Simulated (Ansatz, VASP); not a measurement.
# BP in two plane-wave programs

Aim: how closely do two programs agree when they are given the same cell, functional and k mesh? The cell is taken from a series of runs on this material, whose earlier steps may have relaxed, scaled, displaced or heated it; both programs get it as it stands.

Method: plane waves, with VASP 6.6.1 beside it; dielectric response at r2SCAN, in Ansatz 0.2.0.

**1. The starting structure**

It takes space group F-43m (No. 216, cubic). The conventional cell has a = 4.538 Å, b = 4.538 Å, c = 4.538 Å, α = 90.00°, β = 90.00°, γ = 90.00°. Nearest to P lie 4 B at 1.97 Å. Nearest to B lie 4 P at 1.97 Å. Farther neighbours are not listed.

As a file:

```cif
data_structure
_symmetry_space_group_name_H-M 'F-43m'
_symmetry_Int_Tables_number 216
_cell_length_a 4.5380
_cell_length_b 4.5380
_cell_length_c 4.5380
_cell_angle_alpha 90.000
_cell_angle_beta 90.000
_cell_angle_gamma 90.000
_cell_volume 93.45
loop_
_atom_site_label
_atom_site_type_symbol
_atom_site_symmetry_multiplicity
_atom_site_Wyckoff_symbol
_atom_site_fract_x
_atom_site_fract_y
_atom_site_fract_z
_atom_site_occupancy
P1 P 4 c 0.25000 0.25000 0.25000 1
B1 B 4 a 0.00000 0.00000 0.00000 1
```

**2. VASP: dielectric response, r2SCAN**

The response to a field tests empty states and converges slowly with the mesh.

Lines of VASP's logs that name or quote its potential files are left out, and so is its time.

Contents of INCAR:

```
SYSTEM = BP
PREC = Accurate
ENCUT = 460
EDIFF = 1E-08
NELM = 120
ISMEAR = 0
SIGMA = 0.01
LREAL = .FALSE.
ALGO = Normal
METAGGA = R2SCAN
LASPH = .TRUE.
NBANDS = 10
LORBIT = 11
LWAVE = .FALSE.
LCHARG = .FALSE.
ISIF = 2
LCALCEPS = .TRUE.
LPEAD = .TRUE.
GGA_COMPAT = .FALSE.
EFERMI = MIDGAP
LMIXTAU = .TRUE.
KPAR = 2
```

Contents of POSCAR:

```
BP
1.0
    0.0000000000      2.2690000000      2.2690000000
    2.2690000000      0.0000000000      2.2690000000
    2.2690000000      2.2690000000      0.0000000000
P B
1 1
Direct
    0.7500000000      0.7500000000      0.7500000000
    0.0000000000      0.0000000000      0.0000000000
```

Contents of KPOINTS:

```
Automatic mesh
0
Gamma
8 8 8
0 0 0
```

Potentials, in the order of the species: P and B (PBE family, release 64).

On the command line:

```sh
> mpirun -np 2 vasp_std
```

Numbers of over 12 decimals in the logs are rounded to 6 here.

The program printed:

```text
[banner, memory and clock lines left out]
running    2 mpi-ranks, on    1 nodes
 distrk:  each k-point on    1 cores,    2 groups
 distr:  one band on    1 cores,    1 groups

 POSCAR found type information on POSCAR P B
 POSCAR found :  2 types and       2 ions
|                                                                             |
|               ----> ADVICE to this user running VASP <----                  |
|                                                                             |
|     You enforced a specific xc type in the INCAR file but a different       |
|     [... a line on the potential file left out ...]
|     I HOPE YOU KNOW WHAT YOU ARE DOING!                                     |
|                                                                             |

 LDA part: xc-table for (None), standard interpolation
 POSCAR, INCAR and KPOINTS ok, starting setup
 FFT: planning ... GRIDC
 FFT: planning ... GRID_SOFT
 FFT: planning ... GRID
 WAVECAR not read
 entering main loop
       N       E                     dE             d eps       ncg     rms          rms(c)
DAV:   1     0.469436443297E+00    0.46944E+00   -0.37893E+03   580   0.663E+02
DAV:   2    -0.187524556969E+02   -0.19222E+02   -0.18524E+02   852   0.105E+02
DAV:   3    -0.191706608736E+02   -0.41821E+00   -0.41773E+00   706   0.142E+01
DAV:   4    -0.191721724830E+02   -0.15116E-02   -0.15114E-02   748   0.984E-01
DAV:   5    -0.191721779710E+02   -0.54880E-05   -0.54880E-05   682   0.525E-02    0.793E+00
DAV:   6    -0.172784278609E+02    0.18938E+01   -0.11960E+00   698   0.642E+00    0.493E+00
DAV:   7    -0.171668722984E+02    0.11156E+00   -0.39632E-01   602   0.380E+00    0.119E+00
DAV:   8    -0.171708367819E+02   -0.39645E-02   -0.21478E-01   590   0.365E+00    0.538E-01
DAV:   9    -0.172612862892E+02   -0.90450E-01   -0.11745E-02   666   0.859E-01    0.350E-01
DAV:  10    -0.172692037753E+02   -0.79175E-02   -0.67419E-04   656   0.209E-01    0.318E-01
DAV:  11    -0.173056534647E+02   -0.36450E-01   -0.75449E-03   592   0.825E-01    0.978E-02
DAV:  12    -0.173079900304E+02   -0.23366E-02   -0.37454E-03   680   0.522E-01    0.524E-02
DAV:  13    -0.173080480238E+02   -0.57993E-04   -0.88129E-05   646   0.789E-02    0.356E-02
DAV:  14    -0.173080422433E+02    0.57805E-05   -0.17487E-06   730   0.113E-02    0.421E-02
DAV:  15    -0.173082012010E+02   -0.15896E-03   -0.14005E-04   592   0.947E-02    0.541E-03
DAV:  16    -0.173082101452E+02   -0.89442E-05   -0.32165E-06   706   0.167E-02    0.324E-03
DAV:  17    -0.173082094355E+02    0.70976E-06   -0.20618E-07   650   0.438E-03    0.152E-03
DAV:  18    -0.173082111114E+02   -0.16759E-05   -0.23753E-07   610   0.423E-03    0.172E-03
DAV:  19    -0.173082106405E+02    0.47085E-06   -0.41912E-08   604   0.155E-03    0.154E-03
DAV:  20    -0.173082106681E+02   -0.27623E-07   -0.29289E-09   320   0.418E-04    0.782E-04
DAV:  21    -0.173082106947E+02   -0.26572E-07   -0.14595E-09   306   0.393E-04    0.101E-04
DAV:  22    -0.173082107291E+02   -0.34416E-07   -0.24374E-10   306   0.140E-04    0.217E-05
DAV:  23    -0.173082107095E+02    0.19640E-07   -0.98624E-11   308   0.848E-05    0.416E-05
DAV:  24    -0.173082107155E+02   -0.60149E-08   -0.14579E-11   306   0.292E-05
|                                                                             |
|           W    W    AA    RRRRR   N    N  II  N    N   GGGG   !!!           |
|           W    W   A  A   R    R  NN   N  II  NN   N  G    G  !!!           |
|           W    W  A    A  R    R  N N  N  II  N N  N  G       !!!           |
|           W WW W  AAAAAA  RRRRR   N  N N  II  N  N N  G  GGG   !            |
|           WW  WW  A    A  R   R   N   NN  II  N   NN  G    G                |
|           W    W  A    A  R    R  N    N  II  N    N   GGGG   !!!           |
|                                                                             |
|     One or more components of EFIELD_PEAD are too large for comfort. In     |
|     all probability, you are too near to the onset of Zener tunneling.      |
|                                                                             |
|          e |E dot A_1| =  0.00000 > 1/10, E_g/N_1 =  0.01846                |
|          e |E dot A_2| =  0.02269 > 1/10, E_g/N_2 =  0.01846                |
|          e |E dot A_3| =  0.02269 > 1/10, E_g/N_3 =  0.01846                |
|                                                                             |
|     Possible SOLUTIONS:                                                     |
|      ) Choose a smaller electric field.                                     |
|      ) Use a less dense grid of k-points.                                   |
|                                                                             |
[...]
|      ) Choose a smaller electric field.                                     |
|      ) Use a less dense grid of k-points.                                   |
|                                                                             |

       N       E                     dE             d eps       ncg     rms          rms(c)
SDA:   1    -0.173082107377E+02    0.37665E-04   -0.63815E-11  1500   0.160E-10   0.000E+00
DMP:   2    -0.173082107356E+02    0.21137E-08   -0.10014E-12  1500   0.263E-11  -0.624E-11
 final diagonalization occupied
[...]
dp_tot=(  0.654E-05  0.989E-02  0.650E-05 )  diag[e(oo)]=(    ---    8.66300    ---   )
DMP:  12    -0.173082483680E+02   -0.34873E-07   -0.27740E-07  1500   0.376E-07   0.612E-07
 p_tot=( -0.567E+01 -0.566E+01 -0.567E+01 )
dp_tot=(  0.660E-05  0.990E-02  0.656E-05 )  diag[e(oo)]=(    ---    8.66999    ---   )
DMP:  13    -0.173082483899E+02   -0.21860E-07   -0.16246E-07  1500   0.199E-07   0.399E-07
 p_tot=( -0.567E+01 -0.566E+01 -0.567E+01 )
dp_tot=(  0.664E-05  0.989E-02  0.660E-05 )  diag[e(oo)]=(    ---    8.65993    ---   )
DMP:  14    -0.173082484025E+02   -0.12655E-07   -0.86201E-08  1500   0.983E-08   0.226E-07
 p_tot=( -0.567E+01 -0.566E+01 -0.567E+01 )
dp_tot=(  0.666E-05  0.987E-02  0.662E-05 )  diag[e(oo)]=(    ---    8.64583    ---   )
DMP:  15    -0.173082484092E+02   -0.67147E-08   -0.46005E-08  1500   0.533E-08   0.119E-07
 final diagonalization full
 p_tot=( -0.567E+01 -0.566E+01 -0.567E+01 )
dp_tot=(  0.668E-05  0.986E-02  0.664E-05 )  diag[e(oo)]=(    ---    8.63444    ---   )
|                                                                             |
|           W    W    AA    RRRRR   N    N  II  N    N   GGGG   !!!           |
|           W    W   A  A   R    R  NN   N  II  NN   N  G    G  !!!           |
|           W    W  A    A  R    R  N N  N  II  N N  N  G       !!!           |
|           W WW W  AAAAAA  RRRRR   N  N N  II  N  N N  G  GGG   !            |
|           WW  WW  A    A  R   R   N   NN  II  N   NN  G    G                |
|           W    W  A    A  R    R  N    N  II  N    N   GGGG   !!!           |
|                                                                             |
|     One or more components of EFIELD_PEAD are too large for comfort. In     |
|     all probability, you are too near to the onset of Zener tunneling.      |
|                                                                             |
|          e |E dot A_1| =  0.02269 > 1/10, E_g/N_1 =  0.01846                |
|          e |E dot A_2| =  0.02269 > 1/10, E_g/N_2 =  0.01846                |
|          e |E dot A_3| =  0.00000 > 1/10, E_g/N_3 =  0.01846                |
|                                                                             |
|     Possible SOLUTIONS:                                                     |
|      ) Choose a smaller electric field.                                     |
|      ) Use a less dense grid of k-points.                                   |
|                                                                             |

       N       E                     dE             d eps       ncg     rms          rms(c)
SDA:   1    -0.173082107397E+02    0.37663E-04   -0.60964E-11  1500   0.152E-10   0.000E+00
DMP:   2    -0.173082107356E+02    0.41559E-08   -0.85272E-12  1500   0.411E-11  -0.517E-11
 final diagonalization occupied
 p_tot=( -0.567E+01 -0.567E+01 -0.567E+01 )
       N       E                     dE             d eps       ncg     rms          rms(c)
 p_tot=( -0.567E+01 -0.567E+01 -0.567E+01 )
dp_tot=(  0.000E+00  0.000E+00  0.000E+00 )  diag[e(oo)]=(    ---      ---    1.00000 )
SDA:   1    -0.173081992211E+02    0.11519E-04   -0.21981E-04  1500   0.550E-04   0.000E+00
 p_tot=( -0.567E+01 -0.567E+01 -0.567E+01 )
dp_tot=(  0.118E-05  0.118E-05  0.220E-02 )  diag[e(oo)]=(    ---      ---    2.70248 )
DMP:   2    -0.173082176110E+02   -0.18390E-04   -0.18367E-04  1500   0.267E-04   0.370E-04
 p_tot=( -0.567E+01 -0.567E+01 -0.567E+01 )
dp_tot=(  0.263E-05  0.264E-05  0.482E-02 )  diag[e(oo)]=(    ---      ---    4.73311 )
DMP:   3    -0.173082315894E+02   -0.13978E-04   -0.95695E-05  1500   0.115E-04   0.240E-04
 p_tot=( -0.567E+01 -0.567E+01 -0.567E+01 )
dp_tot=(  0.385E-05  0.386E-05  0.688E-02 )  diag[e(oo)]=(    ---      ---    6.32612 )
DMP:   4    -0.173082388885E+02   -0.72991E-05   -0.55209E-05  1500   0.727E-05   0.126E-04
 p_tot=( -0.567E+01 -0.567E+01 -0.567E+01 )
dp_tot=(  0.470E-05  0.471E-05  0.814E-02 )  diag[e(oo)]=(    ---      ---    7.30106 )
DMP:   5    -0.173082433391E+02   -0.44506E-05   -0.34594E-05  1500   0.426E-05   0.845E-05
 p_tot=( -0.567E+01 -0.567E+01 -0.566E+01 )
dp_tot=(  0.524E-05  0.526E-05  0.879E-02 )  diag[e(oo)]=(    ---      ---    7.80972 )
DMP:   6    -0.173082460685E+02   -0.27294E-05   -0.17503E-05  1500   0.178E-05   0.500E-05
 p_tot=( -0.567E+01 -0.567E+01 -0.566E+01 )
dp_tot=(  0.560E-05  0.563E-05  0.914E-02 )  diag[e(oo)]=(    ---      ---    8.07756 )
DMP:   7    -0.173082473739E+02   -0.13054E-05   -0.73250E-06  1500   0.715E-06   0.215E-05
 p_tot=( -0.567E+01 -0.567E+01 -0.566E+01 )
dp_tot=(  0.587E-05  0.590E-05  0.937E-02 )  diag[e(oo)]=(    ---      ---    8.25928 )
DMP:   8    -0.173082479064E+02   -0.53251E-06   -0.32798E-06  1500   0.389E-06   0.830E-06
 p_tot=( -0.567E+01 -0.567E+01 -0.566E+01 )
dp_tot=(  0.610E-05  0.613E-05  0.957E-02 )  diag[e(oo)]=(    ---      ---    8.41311 )
DMP:   9    -0.173082481486E+02   -0.24223E-06   -0.16675E-06  1500   0.214E-06   0.391E-06
 p_tot=( -0.567E+01 -0.567E+01 -0.566E+01 )
dp_tot=(  0.628E-05  0.631E-05  0.973E-02 )  diag[e(oo)]=(    ---      ---    8.53883 )
DMP:  10    -0.173082482714E+02   -0.12272E-06   -0.83785E-07  1500   0.107E-06   0.197E-06
 p_tot=( -0.567E+01 -0.567E+01 -0.566E+01 )
dp_tot=(  0.642E-05  0.645E-05  0.984E-02 )  diag[e(oo)]=(    ---      ---    8.62294 )
DMP:  11    -0.173082483331E+02   -0.61747E-07   -0.45264E-07  1500   0.616E-07   0.993E-07
 p_tot=( -0.567E+01 -0.567E+01 -0.566E+01 )
dp_tot=(  0.651E-05  0.655E-05  0.989E-02 )  diag[e(oo)]=(    ---      ---    8.66301 )
DMP:  12    -0.173082483680E+02   -0.34873E-07   -0.27740E-07  1500   0.376E-07   0.612E-07
 p_tot=( -0.567E+01 -0.567E+01 -0.566E+01 )
dp_tot=(  0.657E-05  0.661E-05  0.990E-02 )  diag[e(oo)]=(    ---      ---    8.66999 )
DMP:  13    -0.173082483899E+02   -0.21893E-07   -0.16246E-07  1500   0.199E-07   0.399E-07
 p_tot=( -0.567E+01 -0.567E+01 -0.566E+01 )
dp_tot=(  0.661E-05  0.664E-05  0.989E-02 )  diag[e(oo)]=(    ---      ---    8.65993 )
DMP:  14    -0.173082484025E+02   -0.12636E-07   -0.86201E-08  1500   0.983E-08   0.226E-07
 p_tot=( -0.567E+01 -0.567E+01 -0.566E+01 )
dp_tot=(  0.663E-05  0.667E-05  0.987E-02 )  diag[e(oo)]=(    ---      ---    8.64583 )
DMP:  15    -0.173082484092E+02   -0.66750E-08   -0.46005E-08  1500   0.533E-08   0.119E-07
 final diagonalization full
 p_tot=( -0.567E+01 -0.567E+01 -0.566E+01 )
dp_tot=(  0.665E-05  0.668E-05  0.986E-02 )  diag[e(oo)]=(    ---      ---    8.63444 )
   1 F= -.17308248E+02 E0= -.17308248E+02  d E =0.000000E+00
```

From OUTCAR (step 2):

```text
ion  position               nearest neighbor table
   1  0.750  0.750  0.750-   2 1.97   2 1.97   2 1.97   2 1.97
   2  0.000  0.000  0.000-   1 1.97   1 1.97   1 1.97   1 1.97

  LATTYP: Found a face centered cubic cell.
 ALAT       =     4.5380000000

 Subroutine GETGRP returns: Found 24 space group operations
 (whereof 24 operations were pure point group operations)

The static configuration has the point symmetry T_d .

 Found     29 irreducible k-points:

   k-points           NKPTS =     29   k-points in BZ     NKDIM =     29   number of bands    NBANDS=     10

   dimension x,y,z NGX =    24 NGY =   24 NGZ =   24
   dimension x,y,z NGXF=    48 NGYF=   48 NGZF=   48

   ENCUT  =  460.0 eV  33.81 Ry    5.81 a.u.   5.61  5.61  5.61*2*pi/ulx,y,z

   NELECT =       8.0000    total number of electrons

 k-points in reciprocal lattice and weights: Automatic mesh
   0.00000000  0.00000000  0.00000000       0.002
   0.12500000  0.00000000  0.00000000       0.016
   0.25000000  0.00000000  0.00000000       0.016
   0.37500000  0.00000000  0.00000000       0.016
   0.50000000  0.00000000  0.00000000       0.008
   0.12500000  0.12500000  0.00000000       0.012
   0.25000000  0.12500000  0.00000000       0.047
   0.37500000  0.12500000  0.00000000       0.047
   0.50000000  0.12500000  0.00000000       0.047
[...]
-0.37500000  0.50000000  0.12500000       0.023
  -0.25000000  0.50000000  0.25000000       0.012

 average (electrostatic) potential at core
       1 -84.3145       2 -26.0725

            Ionic dipole moment: p[ion]=(    -5.67250    -5.67250    -5.67250 ) |e| Angst

 Total electronic dipole moment: p[elc]=(    -0.00114    -0.00114     0.00871 ) |e| Angst

 MACROSCOPIC STATIC DIELECTRIC TENSOR (including local field effects)
 ------------------------------------------------------
           8.634443    -0.000000     0.000000
           0.000000     8.634443     0.000000
          -0.000000    -0.000000     8.634443
 ------------------------------------------------------

 PIEZOELECTRIC TENSOR (including local field effects) (C/m^2)
          XX          YY          ZZ          XY          YZ          ZX
  --------------------------------------------------------------------------------
  x     0.00000     0.00000     0.00000    -0.00000    -0.06359     0.00000
  y    -0.00000     0.00000    -0.00000     0.00000    -0.00000    -0.06359
  z     0.00000     0.00000     0.00000    -0.06359     0.00000     0.00000

 BORN EFFECTIVE CHARGES (including local field effects) (in |e|, cummulative output)
 ---------------------------------------------------------------------------------
 ion    1
    1     0.43944     0.00000    -0.00000
    2    -0.00000     0.43944    -0.00000
    3     0.00000    -0.00000     0.43944
 ion    2
    1    -0.43944     0.00000     0.00000
    2     0.00000    -0.43944     0.00000
    3    -0.00000     0.00000    -0.43944

  Total       -0.0898004     -0.0898004     -0.0898004      0.0000000      0.0000000      0.0000000
  in kB       -6.1582223     -6.1582223     -6.1582223      0.0000000      0.0000000      0.0000000
  external PRESSURE =      -6.1582223 kB  Pullay stress =       0.0000000 kB

  energy-cutoff  :      460.00
  volume of cell :       23.36
      direct lattice vectors                 reciprocal lattice vectors
     0.000000000  2.269000000  2.269000000    -0.220361393  0.220361393  0.220361393
     2.269000000  0.000000000  2.269000000     0.220361393 -0.220361393  0.220361393
     2.269000000  2.269000000  0.000000000     0.220361393  0.220361393 -0.220361393

 POSITION                                       TOTAL-FORCE (eV/Angst)
 -----------------------------------------------------------------------------------
      3.40350      3.40350      3.40350         0.000000      0.000000      0.000000
      0.00000      0.00000      0.00000        -0.000000     -0.000000     -0.000000
 -----------------------------------------------------------------------------------
    total drift:                               -0.000000     -0.000000     -0.000000
```

The log warns that the applied field is near the limit of Zener tunnelling for this mesh, so the response is less certain.

[end of part 1 of 2]

[Lines on the potential files, build, host, timing and source positions are cut from VASP's logs without a mark.]

[Logs are printed without paths, hosts, clocks, repeated set-up lines and the standing remarks that a program may print on its own settings, such as how far it seeks lower states.]

[Hosts, paths, dates, database ids (printed as entryN), source tags and the programs' standing remarks are cut or masked in the printed files.]
